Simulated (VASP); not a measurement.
Output of a VASP run:

OSZICAR:
```
...
DAV:  17    -0.164947191315E+02   -0.19961E-05   -0.20021E-06  1027   0.140E-02    0.744E-03
DAV:  18    -0.164947197139E+02   -0.58239E-06   -0.52210E-07   937   0.676E-03
   1 F= -.16494720E+02 E0= -.16495326E+02  d E =-.164947E+02
       N       E                     dE             d eps       ncg     rms          rms(c)
DAV:   1    -0.165218383138E+02   -0.27119E-01   -0.64722E-01  1664   0.655E+00    0.102E+00
DAV:   2    -0.165064377979E+02    0.15401E-01   -0.38960E-02  1899   0.211E+00    0.455E-01
DAV:   3    -0.164987367637E+02    0.77010E-02   -0.14614E-02  2453   0.102E+00    0.155E-01
DAV:   4    -0.164985347670E+02    0.20200E-03   -0.16737E-03  2167   0.350E-01    0.105E-01
DAV:   5    -0.164983090536E+02    0.22571E-03   -0.28143E-04  1684   0.189E-01    0.397E-02
DAV:   6    -0.164986055248E+02   -0.29647E-03   -0.18035E-04  1669   0.120E-01    0.677E-03
DAV:   7    -0.164985991884E+02    0.63364E-05   -0.36914E-05  1694   0.550E-02    0.125E-02
DAV:   8    -0.164986253130E+02   -0.26125E-04   -0.85953E-06  1749   0.255E-02    0.203E-03
DAV:   9    -0.164986252616E+02    0.51455E-07   -0.25618E-07   952   0.550E-03
   2 F= -.16498625E+02 E0= -.16499229E+02  d E =-.390555E-02
       N       E                     dE             d eps       ncg     rms          rms(c)
DAV:   1    -0.164986275106E+02   -0.21976E-05   -0.53064E-05  1674   0.594E-02    0.916E-03
DAV:   2    -0.164986260170E+02    0.14936E-05   -0.31931E-06  1547   0.193E-02    0.410E-03
DAV:   3    -0.164986251947E+02    0.82233E-06   -0.11289E-06   992   0.938E-03
   3 F= -.16498625E+02 E0= -.16499229E+02  d E =-.390548E-02
       N       E                     dE             d eps       ncg     rms          rms(c)
DAV:   1    -0.165012617178E+02   -0.26357E-02   -0.95150E-02  1664   0.238E+00    0.222E-01
DAV:   2    -0.164999146246E+02    0.13471E-02   -0.24377E-03  2099   0.534E-01    0.136E-01
DAV:   3    -0.164994443630E+02    0.47026E-03   -0.76912E-04  2213   0.238E-01    0.808E-02
DAV:   4    -0.164993872902E+02    0.57073E-04   -0.14847E-04  2348   0.101E-01    0.336E-02
DAV:   5    -0.164993569987E+02    0.30291E-04   -0.93608E-05  1664   0.113E-01    0.142E-02
DAV:   6    -0.164993982706E+02   -0.41272E-04   -0.56226E-05  1664   0.768E-02    0.866E-03
DAV:   7    -0.164994126321E+02   -0.14362E-04   -0.99016E-06  1674   0.275E-02    0.291E-03
DAV:   8    -0.164994137219E+02   -0.10897E-05   -0.47148E-07   892   0.534E-03    0.816E-04
DAV:   9    -0.164994138389E+02   -0.11700E-06   -0.60094E-08   832   0.294E-03
   4 F= -.16499414E+02 E0= -.16500303E+02  d E =-.788644E-03
       N       E                     dE             d eps       ncg     rms          rms(c)
DAV:   1    -0.165009154576E+02   -0.15017E-02   -0.65645E-02  1664   0.198E+00    0.192E-01
DAV:   2    -0.164999885186E+02    0.92694E-03   -0.16704E-03  2114   0.442E-01    0.107E-01
DAV:   3    -0.164996637854E+02    0.32473E-03   -0.53447E-04  2236   0.198E-01    0.599E-02
DAV:   4    -0.164996258808E+02    0.37905E-04   -0.10176E-04  2335   0.834E-02    0.265E-02
DAV:   5    -0.164996037088E+02    0.22172E-04   -0.60859E-05  1664   0.912E-02    0.106E-02
DAV:   6    -0.164996315423E+02   -0.27834E-04   -0.37035E-05  1664   0.627E-02    0.616E-03
DAV:   7    -0.164996411169E+02   -0.95746E-05   -0.63523E-06  1694   0.221E-02    0.218E-03
DAV:   8    -0.164996417782E+02   -0.66132E-06   -0.28986E-07   847   0.422E-03
   5 F= -.16499642E+02 E0= -.16500787E+02  d E =-.101658E-02
```

File OUTCAR:
```
------------------------ aborting loop because EDIFF is reached ----------------------------------------
  FORCE on cell =-STRESS in cart. coord.  units (eV):
  Direction    XX          YY          ZZ          XY          YZ          ZX
  --------------------------------------------------------------------------------------
  Total        0.0064909      0.0064909      0.0073290      0.0000000      0.0000000      0.0000000
  in kB        0.1673075      0.1673075      0.1889091      0.0000000      0.0000000      0.0000000
  external PRESSURE =       0.1745081 kB  Pullay stress =       0.0000000 kB
  volume of cell :       62.16
      direct lattice vectors                 reciprocal lattice vectors
     1.799245856 -3.116385037 -0.000000000     0.277894207 -0.160442305 -0.000000000
     1.799245856  3.116385037  0.000000000     0.277894207  0.160442305  0.000000000
     0.000000000 -0.000000000  5.542819215     0.000000000 -0.000000000  0.180413606
 POSITION                                       TOTAL-FORCE (eV/Angst)
 -----------------------------------------------------------------------------------
      1.79925      1.03880      1.38570        -0.000000      0.000000      0.000000
      1.79925     -1.03880      4.15711         0.000000     -0.000000      0.000000
 -----------------------------------------------------------------------------------
    total drift:                                0.000000      0.000101     -0.000010
  FREE ENERGIE OF THE ION-ELECTRON SYSTEM (eV)
  ---------------------------------------------------
  free  energy   TOTEN  =       -16.4996417782 eV

  energy  without entropy=      -16.5030763563  energy(sigma->0) =      -16.50078664

 reached required accuracy - stopping structural energy minimisation
```
(Selected blocks of OUTCAR.)

File POSCAR:
```
Dy
1
    1.7950000000    -3.1090310000     0.0000000000
    1.7950000000     3.1090310000     0.0000000000
    0.0000000000     0.0000000000     5.6500000000
Dy
2
Direct
  0.3333330000   0.6666670000   0.2500000000
  0.6666670000   0.3333330000   0.7500000000
```

Q: Write an INCAR and KPOINTS that could have produced this output.

A: Several could match; the one computed here: the input of the run itself, TPSS meta-GGA, plane waves, VASP's PBE PAW potentials (set 64).

INCAR:
```
LCHARG = .FALSE.
METAGGA = TPSS
EDIFF = 1E-6   ! SCF stop (eV)
NELM = 100   ! most electronic steps
ISIF = 3
SYSTEM = Dy
ISMEAR = 1   ! Methfessel-Paxton
LASPH = .TRUE.   ! aspherical one-centre terms
LREAL = .FALSE.   ! projection in real space or not
ALGO = Normal   ! blocked Davidson
LWAVE = .FALSE.
SIGMA = 0.1   ! width (eV)
LMIXTAU = .TRUE.
NSW = 60
PREC = Accurate
ENCUT = 520   ! plane-wave cut-off (eV)
IBRION = 2
LMAXMIX = 6
EDIFFG = -0.01
```

### KPOINTS
```
Automatic mesh
0
Gamma
11 11 6
0 0 0
```

POTCAR, in this order: Dy_3 (PBE.64 set). Program: vasp_std.

The 4f electrons are frozen in the core of the lanthanide potential, so 4f levels, which can set the real gap, and their magnetism are missing.

The compound is Dy in the hcp structure. This run relaxes it. Symmetry was kept, so distortions that lower it aren't found.
